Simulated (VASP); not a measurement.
# NaCl: exact exchange and RPA correlation, part 5 of 6

Wanted: where the RPA puts the energy minimum of NaCl. The scan starts from a database cell scaled to its smallest volume. The cell is of the rock-salt type. The start is a cell from a database of measured crystal structures.

VASP 6.6.1, plane waves and PAW; the level of theory is named at each step.

So far. Step 23 (Orbitals, volume ratio 1.03): The run ends at a pressure of 0.01 GPa. Step 24 (Exact exchange, volume ratio 1.03): The Hartree-Fock energy on these orbitals is -7.1416 eV an atom.

The database entry behind the starting cell differs from other determinations of this structure, so it need not match the best structure at room temperature.

## Step 25: Empty bands, volume ratio 1.03

This step: PBE; plane waves and PAW (Cl_GW, Na_sv_GW) (VASP 6.6.1).

The empty bands are made again, for the run that follows.

INCAR

```
SYSTEM = NaCl
PREC = Accurate
ENCUT = 510
ISMEAR = 0
SIGMA = 0.05
LREAL = .FALSE.
GGA = PE
NBANDS = 1240
ALGO = Exact
NELM = 1
LWAVE = .TRUE.
LCHARG = .FALSE.
LOPTICS = .TRUE.
NEDOS = 1000
CSHIFT = 0.1
```

POSCAR

```
NaCl
1.0
    0.0000000000      2.8378235917      2.8378235917
    2.8378235917      0.0000000000      2.8378235917
    2.8378235917      2.8378235917      0.0000000000
Cl Na
1 1
Direct
    0.5000000000      0.5000000000      0.5000000000
    0.0000000000      0.0000000000      0.0000000000
```

KPOINTS

```
Automatic mesh
0
Gamma
4 4 4
0 0 0
```

The projector-augmented-wave data sets are Cl_GW and Na_sv_GW (PBE family, release 64).

The run is started by

```bash
> mpirun -np 8 vasp_std
```

Log:

```text
[banner, memory and clock lines left out]
running    8 mpi-ranks, on    1 nodes
[...]
[... a notice as in an earlier step ...]

 LDA part: xc-table for (Slater+PW92), standard interpolation
 found WAVECAR, reading the header
  number of bands has changed, file:    14 present:  1240
  trying to continue reading WAVECAR, but it might fail
 POSCAR, INCAR and KPOINTS ok, starting setup
[...]
reading WAVECAR
 random initialization beyond band           14
 the WAVECAR file was read successfully
 initial charge from wavefunction
 entering main loop
       N       E                     dE             d eps       ncg     rms          rms(c)
DIA:   1    -0.885915E+01   -0.88592E+01    0.00000E+00     0   0.000E+00
   1 F= -.88591508E+01 E0= -.88591508E+01  d E =-.205445E-29
 writing wavefunctions
 optical routines
 imaginary and real dielectric function
 recalculating local potential from charge density
 direction            1
 direction            2
 direction            3
```

Elapsed: 9.6 s, on 8 MPI ranks of Intel Xeon Platinum 8124M at 3.00GHz (Skylake/Cascade Lake), shared host; peak memory 1.5 GiB.

OUTCAR, selected parts (step 25):

```text
  Total        0.0022219      0.0022219      0.0022219     -0.0000000     -0.0000000      0.0000000
  in kB        0.0778839      0.0778839      0.0778839     -0.0000000     -0.0000000      0.0000000
  external PRESSURE =       0.0778839 kB  Pullay stress =       0.0000000 kB

  FREE ENERGIE OF THE ION-ELECTRON SYSTEM (eV)
  ---------------------------------------------------
  free  energy   TOTEN  =        -8.8591507747 eV

  energy  without entropy=       -8.8591507747  energy(sigma->0) =       -8.85915077

[... 2 parts as in an earlier step ...]

[... 2 further parts left out ...]
[key lines of the parts left out:]
E-fermi :  -0.6439
```

WAVECAR now holds 1240 bands for 16 electrons.

## Step 26: RPA correlation, volume ratio 1.03

This step: RPA correlation on PBE orbitals; plane waves and PAW (Cl_GW, Na_sv_GW) (VASP 6.6.1).

RPA correlation at this point.

INCAR

```
SYSTEM = NaCl
PREC = Accurate
ENCUT = 510
ISMEAR = 0
SIGMA = 0.05
LREAL = .FALSE.
GGA = PE
NBANDS = 1240
ALGO = ACFDT
ENCUTGW = 200
NOMEGA = 12
PRECFOCK = Fast
LWAVE = .FALSE.
LCHARG = .FALSE.
```

POSCAR is that of step 25.

KPOINTS is that of step 25.

The run is started by

```bash
> mpirun -np 8 vasp_std
```

Log:

```text
[banner, memory and clock lines left out]
running    8 mpi-ranks, on    1 nodes
[...]
[... a notice as in an earlier step ...]

 LDA part: xc-table for (Slater+PW92), standard interpolation
 found WAVECAR, reading the header
 POSCAR, INCAR and KPOINTS ok, starting setup
[...]
reading WAVECAR
 the WAVECAR file was read successfully
 initial charge from wavefunction
 available memory per node:     12.86 GB, setting MAXMEM to     13170

 The Fermi energy was updated, please check that it is located mid-gap
 values below the HOMO (VB) or above the LUMO (CB) will cause erroneous energies
 E-fermi :   1.4839

 the WAVEDER file was read successfully
 set NWRITE>2 for more details about minimax calculation
 number of imaginary grid points requested:      12
 number of distinct grids requested:  1
 quadrature errors minimized for energies in [ 0.504E+01, 0.554E+03 ]
 bosonic grid (T=0, re) determined with error: 0.2291E-08
 bosonic grid (re): 0.2291E-08
[...]
NQ=   2    0.2500    0.0000    0.0000,
|.........|.........|.........|.........
 performed      14944000 updates of chi_q(r,r)
 total number of BLAS operations      10132.30 Gflops
NQ=   3    0.5000    0.0000    0.0000,
|.........|.........|.........|.........
 performed      22416000 updates of chi_q(r,r)
 total number of BLAS operations      15584.58 Gflops
NQ=   4    0.2500    0.2500    0.0000,
|.........|.........|.........|.........
 performed      29888000 updates of chi_q(r,r)
 total number of BLAS operations      21073.02 Gflops
NQ=   5    0.5000    0.2500    0.0000,
|.........|.........|.........|.........
 performed      37360000 updates of chi_q(r,r)
 total number of BLAS operations      26240.27 Gflops
NQ=   6   -0.2500    0.2500    0.0000,
|.........|.........|.........|.........
 performed      44832000 updates of chi_q(r,r)
 total number of BLAS operations      31442.72 Gflops
NQ=   7    0.5000    0.5000    0.0000,
|.........|.........|.........|.........
 performed      52304000 updates of chi_q(r,r)
 total number of BLAS operations      36894.99 Gflops
NQ=   8   -0.2500    0.5000    0.2500,
|.........|.........|.........|.........
 performed      59776000 updates of chi_q(r,r)
 total number of BLAS operations      41581.83 Gflops
 entering main loop
```

Wall time 2.7 min (8 MPI ranks); peak memory 3 GiB; 21 min of CPU time.

OUTCAR, selected parts (step 26):

```text
      cutoff energy     smooth cutoff   RPA   correlation   Hartree contr. to MP2
---------------------------------------------------------------------------------
            200.000           160.000      -15.4811073004      -21.3051726854
            190.476           152.381      -15.1923991907      -20.9320938900
            181.406           145.125      -14.8930194547      -20.5457531569
            172.768           138.214      -14.5881122887      -20.1531582850
            164.541           131.632      -14.2794006345      -19.7566464882
            156.705           125.364      -13.9618091381      -19.3500550478
            149.243           119.394      -13.6447751060      -18.9455610070
            142.136           113.709      -13.3238236404      -18.5374025970
  linear regression

[... 2 parts as in an earlier step ...]

[... 2 further parts left out ...]
[key lines of the parts left out:]
E-fermi :   1.4839
```

The correlation energy is -9.3237 eV an atom, +12 meV against the point before. With exact exchange the total is -16.4653 eV an atom.

## Step 27: Comparison: r2SCAN, volume ratio 1.03

This step: r2SCAN; plane waves and PAW (Cl_GW, Na_sv_GW) (VASP 6.6.1).

The comparison at this point.

INCAR

```
SYSTEM = NaCl
PREC = Accurate
ENCUT = 510
EDIFF = 1E-06
NELM = 100
ISMEAR = 0
SIGMA = 0.05
LREAL = .FALSE.
ALGO = Normal
METAGGA = R2SCAN
LASPH = .TRUE.
NBANDS = 14
LWAVE = .FALSE.
LCHARG = .FALSE.
KPAR = 8
```

POSCAR is that of step 26.

KPOINTS is that of step 26.

The run is started by

```bash
> mpirun -np 8 vasp_std
```

Log:

```text
[... set-up lines as in an earlier step ...]
 entering main loop
       N       E                     dE             d eps       ncg     rms          rms(c)
DAV:   1     0.124432E+03    0.12443E+03   -0.79785E+03   230   0.112E+03
DAV:   2    -0.108784E+02   -0.13531E+03   -0.12666E+03   254   0.330E+02
DAV:   3    -0.183824E+02   -0.75039E+01   -0.74358E+01   296   0.785E+01
DAV:   4    -0.186021E+02   -0.21976E+00   -0.21966E+00   314   0.144E+01
[...]
DAV:  11    -0.159246E+02    0.92906E-04   -0.61463E-05   260   0.130E-01    0.385E-03
DAV:  12    -0.159246E+02    0.17332E-04   -0.15714E-06   228   0.224E-02    0.461E-04
DAV:  13    -0.159246E+02    0.41963E-06   -0.30217E-07   172   0.740E-03
   1 F= -.15924621E+02 E0= -.15924621E+02  d E =-.491478E-13
```

The job ended after 9.6 s (8 MPI ranks; peak memory 1.3 GiB).

From OUTCAR (step 27):

```text
  Total       -0.3629966     -0.3629966     -0.3629966      0.0000000      0.0000000     -0.0000000
  in kB      -12.7240968    -12.7240968    -12.7240968      0.0000000      0.0000000     -0.0000000
  external PRESSURE =     -12.7240968 kB  Pullay stress =       0.0000000 kB

 POSITION                                       TOTAL-FORCE (eV/Angst)
 -----------------------------------------------------------------------------------
      2.83782      2.83782      2.83782        -0.000000     -0.000000      0.000000
      0.00000      0.00000      0.00000         0.000000      0.000000      0.000000
 -----------------------------------------------------------------------------------
    total drift:                               -0.000000      0.000000      0.000000

  FREE ENERGIE OF THE ION-ELECTRON SYSTEM (eV)
  ---------------------------------------------------
  free  energy   TOTEN  =       -15.9246209163 eV

  energy  without entropy=      -15.9246209163  energy(sigma->0) =      -15.92462092

[... 2 parts as in an earlier step ...]

[... 1 further part left out ...]
[key lines of the parts left out:]
E-fermi :  -1.2415
```

Its energy is -7.9623 eV an atom, on a zero of its own.

## Step 28: Orbitals for comparison: HSE06, volume ratio 1.03

This step: PBE; plane waves and PAW (Cl_GW, Na_sv_GW) (VASP 6.6.1).

Starting orbitals, as before.

INCAR

```
SYSTEM = NaCl
PREC = Accurate
ENCUT = 510
EDIFF = 1E-05
NELM = 100
ISMEAR = 0
SIGMA = 0.05
LREAL = .FALSE.
ALGO = Normal
GGA = PE
NBANDS = 14
LORBIT = 11
LWAVE = .TRUE.
LCHARG = .FALSE.
KPAR = 8
```

POSCAR is that of step 27.

KPOINTS is that of step 27.

The run is started by

```bash
> mpirun -np 8 vasp_std
```

Log:

```text
[... set-up lines as in an earlier step ...]
 entering main loop
       N       E                     dE             d eps       ncg     rms          rms(c)
[... 10 cycles as in an earlier step ...]
DAV:  11    -0.885915E+01   -0.12812E-05   -0.19581E-06   202   0.140E-02
   1 F= -.88591505E+01 E0= -.88591505E+01  d E =-.231494E-22
 writing wavefunctions
```

It took 2.8 s on 8 MPI ranks; peak memory 1.3 GiB; 17 s of CPU time.

From OUTCAR (step 28):

```text
  Total        0.0035546      0.0035546      0.0035546      0.0000000      0.0000000      0.0000000
  in kB        0.1245976      0.1245976      0.1245976      0.0000000      0.0000000      0.0000000
  external PRESSURE =       0.1245976 kB  Pullay stress =       0.0000000 kB

 POSITION                                       TOTAL-FORCE (eV/Angst)
 -----------------------------------------------------------------------------------
      2.83782      2.83782      2.83782         0.000000      0.000000     -0.000000
      0.00000      0.00000      0.00000         0.000000     -0.000000      0.000000
 -----------------------------------------------------------------------------------
    total drift:                               -0.000000      0.000000      0.000000

  FREE ENERGIE OF THE ION-ELECTRON SYSTEM (eV)
  ---------------------------------------------------
  free  energy   TOTEN  =        -8.8591504900 eV

  energy  without entropy=       -8.8591504900  energy(sigma->0) =       -8.85915049

[... 2 parts as in an earlier step ...]

[... 1 further part left out ...]
[key lines of the parts left out:]
E-fermi :  -0.6997
```

The run ends at a pressure of 0.01 GPa.

## Step 29: Comparison: HSE06, volume ratio 1.03

This step: HSE06; plane waves and PAW (Cl_GW, Na_sv_GW) (VASP 6.6.1).

The comparison at this point.

INCAR

```
SYSTEM = NaCl
PREC = Accurate
ENCUT = 510
EDIFF = 1E-06
NELM = 100
ISMEAR = 0
SIGMA = 0.05
LREAL = .FALSE.
ALGO = Normal
LHFCALC = .TRUE.
AEXX = 0.25
GGA = PE
HFSCREEN = 0.2
LASPH = .TRUE.
NBANDS = 14
PRECFOCK = Fast
LWAVE = .FALSE.
LCHARG = .FALSE.
KPAR = 8
```

POSCAR is that of step 28.

KPOINTS is that of step 28.

The WAVECAR or CHGCAR of an earlier step is read.

The run is started by

```bash
> mpirun -np 8 vasp_std
```

Log:

```text
[... set-up lines as in an earlier step ...]
 entering main loop
       N       E                     dE             d eps       ncg     rms          rms(c)
DAV:   1    -0.993960E+01   -0.99396E+01   -0.13978E-01   242   0.408E+00    0.291E-01
DAV:   2    -0.994003E+01   -0.43660E-03   -0.47953E-03   326   0.121E+00    0.174E-01
DAV:   3    -0.993969E+01    0.34691E-03   -0.63205E-04   308   0.490E-01    0.932E-02
DAV:   4    -0.993962E+01    0.64141E-04   -0.76351E-05   284   0.144E-01    0.530E-02
DAV:   5    -0.993960E+01    0.19531E-04   -0.10367E-05   298   0.406E-02    0.315E-02
DAV:   6    -0.993959E+01    0.66155E-05   -0.28451E-06   254   0.164E-02    0.189E-02
DAV:   7    -0.993959E+01    0.21166E-05   -0.10427E-06   196   0.108E-02    0.115E-02
DAV:   8    -0.993959E+01    0.73480E-06   -0.61145E-07   172   0.875E-03
   1 F= -.99395919E+01 E0= -.99395919E+01  d E =-.982618E-28
```

Run time: 17 s. Hardware: 8 MPI ranks; peak memory 2 GiB; 2.2 min of CPU time.

OUTCAR, selected parts (step 29):

```text
 POSITION                                       TOTAL-FORCE (eV/Angst)
 -----------------------------------------------------------------------------------
      2.83782      2.83782      2.83782         0.000000     -0.000000     -0.000000
      0.00000      0.00000      0.00000        -0.000000      0.000000      0.000000
 -----------------------------------------------------------------------------------
    total drift:                                0.000000      0.000000      0.000000

  FREE ENERGIE OF THE ION-ELECTRON SYSTEM (eV)
  ---------------------------------------------------
  free  energy   TOTEN  =        -9.9395918724 eV

  energy  without entropy=       -9.9395918724  energy(sigma->0) =       -9.93959187

[... 2 parts as in an earlier step ...]

[... 1 further part left out ...]
[key lines of the parts left out:]
E-fermi :  -1.6657
```

Its energy is -4.9698 eV an atom, on a zero of its own.

## Step 30: Orbitals, volume ratio 1.06

This step: PBE; plane waves and PAW (Cl_GW, Na_sv_GW) (VASP 6.6.1).

The same chain follows at a volume ratio of 1.06.

INCAR

```
SYSTEM = NaCl
PREC = Accurate
ENCUT = 510
EDIFF = 1E-08
NELM = 100
ISMEAR = 0
SIGMA = 0.05
LREAL = .FALSE.
ALGO = Normal
GGA = PE
NBANDS = 14
LORBIT = 11
LWAVE = .TRUE.
LCHARG = .FALSE.
KPAR = 8
```

POSCAR

```
NaCl
1.0
    0.0000000000      2.8651120310      2.8651120310
    2.8651120310      0.0000000000      2.8651120310
    2.8651120310      2.8651120310      0.0000000000
Cl Na
1 1
Direct
    0.5000000000      0.5000000000      0.5000000000
    0.0000000000      0.0000000000      0.0000000000
```

KPOINTS is that of step 29.

The run is started by

```bash
> mpirun -np 8 vasp_std
```

Log:

```text
[... set-up lines as in an earlier step ...]
 entering main loop
       N       E                     dE             d eps       ncg     rms          rms(c)
DAV:   1     0.125737E+03    0.12574E+03   -0.76129E+03   224   0.109E+03
DAV:   2    -0.163021E+01   -0.12737E+03   -0.11901E+03   254   0.317E+02
DAV:   3    -0.876473E+01   -0.71345E+01   -0.70811E+01   296   0.720E+01
DAV:   4    -0.898983E+01   -0.22511E+00   -0.22503E+00   326   0.132E+01
[...]
DAV:  12    -0.885895E+01   -0.48350E-06   -0.76735E-07   248   0.649E-03    0.120E-03
DAV:  13    -0.885895E+01    0.20410E-06   -0.11933E-07   302   0.362E-03    0.576E-05
DAV:  14    -0.885895E+01   -0.52214E-08   -0.28914E-09   184   0.655E-04
   1 F= -.88589541E+01 E0= -.88589541E+01  d E =-.160004E-15
 writing wavefunctions
```

The job ended after 3.2 s (8 MPI ranks; peak memory 1.3 GiB; 20 s of CPU time).

Parts of OUTCAR (step 30):

```text
  Total       -0.1933953     -0.1933953     -0.1933953     -0.0000000      0.0000000     -0.0000000
  in kB       -6.5872139     -6.5872139     -6.5872139     -0.0000000      0.0000000     -0.0000000
  external PRESSURE =      -6.5872139 kB  Pullay stress =       0.0000000 kB

 POSITION                                       TOTAL-FORCE (eV/Angst)
 -----------------------------------------------------------------------------------
      2.86511      2.86511      2.86511         0.000000     -0.000000      0.000000
      0.00000      0.00000      0.00000         0.000000      0.000000      0.000000
 -----------------------------------------------------------------------------------
    total drift:                               -0.000000      0.000000      0.000000

  FREE ENERGIE OF THE ION-ELECTRON SYSTEM (eV)
  ---------------------------------------------------
  free  energy   TOTEN  =        -8.8589540594 eV

  energy  without entropy=       -8.8589540594  energy(sigma->0) =       -8.85895406

[... 1 part as in an earlier step ...]

[... 2 further parts left out ...]
[key lines of the parts left out:]
E-fermi :  -0.9164
```

The run ends at a pressure of -0.66 GPa.

## Step 31: Exact exchange, volume ratio 1.06

This step: Hartree-Fock energy on PBE orbitals; plane waves and PAW (Cl_GW, Na_sv_GW) (VASP 6.6.1).

Exact exchange at this point.

INCAR

```
SYSTEM = NaCl
PREC = Accurate
ENCUT = 510
ISMEAR = 0
SIGMA = 0.05
LREAL = .FALSE.
GGA = PE
NBANDS = 14
ALGO = Eigenval
NELM = 1
LHFCALC = .TRUE.
AEXX = 1
ALDAC = 0
AGGAC = 0
PRECFOCK = Normal
LWAVE = .FALSE.
LCHARG = .FALSE.
```

POSCAR is that of step 30.

KPOINTS is that of step 30.

The run starts from files that an earlier step left in the folder.

The run is started by

```bash
> mpirun -np 8 vasp_std
```

Log:

```text
[... set-up lines as in an earlier step ...]
 entering main loop
       N       E                     dE             d eps       ncg     rms          rms(c)
EIG:   1    -0.142907E+02   -0.14291E+02    0.00000E+00     0   0.000E+00
   1 F= -.14290725E+02 E0= -.14290725E+02  d E =-.754786E-49
```

Elapsed: 7.2 s, on 8 MPI ranks; peak memory 0.98 GiB; 52 s of CPU time.

Parts of OUTCAR (step 31):

```text
 POSITION                                       TOTAL-FORCE (eV/Angst)
 -----------------------------------------------------------------------------------
      2.86511      2.86511      2.86511        -0.000000      0.000000     -0.000000
      0.00000      0.00000      0.00000         0.000000      0.000000      0.000000
 -----------------------------------------------------------------------------------
    total drift:                                0.000000     -0.000001     -0.000001

  FREE ENERGIE OF THE ION-ELECTRON SYSTEM (eV)
  ---------------------------------------------------
  free  energy   TOTEN  =       -14.2907245260 eV

  energy  without entropy=      -14.2907245260  energy(sigma->0) =      -14.29072453

[... 2 parts as in an earlier step ...]

[... 1 further part left out ...]
[key lines of the parts left out:]
E-fermi :  -0.6731
```

The Hartree-Fock energy on these orbitals is -7.1454 eV an atom.

## Step 32: Empty bands, volume ratio 1.06

This step: PBE; plane waves and PAW (Cl_GW, Na_sv_GW) (VASP 6.6.1).

The empty bands are made again, for the run that follows.

INCAR

```
SYSTEM = NaCl
PREC = Accurate
ENCUT = 510
ISMEAR = 0
SIGMA = 0.05
LREAL = .FALSE.
GGA = PE
NBANDS = 1240
ALGO = Exact
NELM = 1
LWAVE = .TRUE.
LCHARG = .FALSE.
LOPTICS = .TRUE.
NEDOS = 1000
CSHIFT = 0.1
```

POSCAR is that of step 31.

KPOINTS is that of step 31.

The run is started by

```bash
> mpirun -np 8 vasp_std
```

Log:

```text
[... set-up lines as in an earlier step ...]
 entering main loop
       N       E                     dE             d eps       ncg     rms          rms(c)
DIA:   1    -0.885895E+01   -0.88590E+01    0.00000E+00     0   0.000E+00
   1 F= -.88589540E+01 E0= -.88589540E+01  d E =-.461106E-57
 writing wavefunctions
 optical routines
 imaginary and real dielectric function
 recalculating local potential from charge density
 direction            1
 direction            2
 direction            3
```

Wall time 11 s (8 MPI ranks); peak memory 1.5 GiB.

From OUTCAR (step 32):

```text
  Total       -0.1927160     -0.1927160     -0.1927160      0.0000000     -0.0000000      0.0000000
  in kB       -6.5640740     -6.5640740     -6.5640740      0.0000000     -0.0000000      0.0000000
  external PRESSURE =      -6.5640740 kB  Pullay stress =       0.0000000 kB

 POSITION                                       TOTAL-FORCE (eV/Angst)
 -----------------------------------------------------------------------------------
      2.86511      2.86511      2.86511         0.000000     -0.000000     -0.000000
      0.00000      0.00000      0.00000        -0.000000      0.000000      0.000000
 -----------------------------------------------------------------------------------
    total drift:                               -0.000000      0.000000      0.000000

  FREE ENERGIE OF THE ION-ELECTRON SYSTEM (eV)
  ---------------------------------------------------
  free  energy   TOTEN  =        -8.8589540492 eV

  energy  without entropy=       -8.8589540492  energy(sigma->0) =       -8.85895405

[... 2 parts as in an earlier step ...]

[... 1 further part left out ...]
[key lines of the parts left out:]
E-fermi :  -0.6291
```

(Continued in part 6 of 6.)

[Long decimals in the printed logs are rounded to 6 places.]

[Lines on the potential files, build, host, timing and source positions are cut from VASP's logs without a mark.]

[Logs are printed without paths, hosts, clocks, repeated set-up lines and the standing remarks that a program may print on its own settings, such as how far it seeks lower states.]

[Hosts, paths, dates, database ids (printed as entryN), source tags and the programs' standing remarks are cut or masked in the printed files.]

[Measured values are set beside computed ones only where the two were judged alike; some that the calculation misses by far are left out.]

[Pressures printed for these runs are not shown converged in the cutoff: they can be off by several GPa and have the wrong sign.]
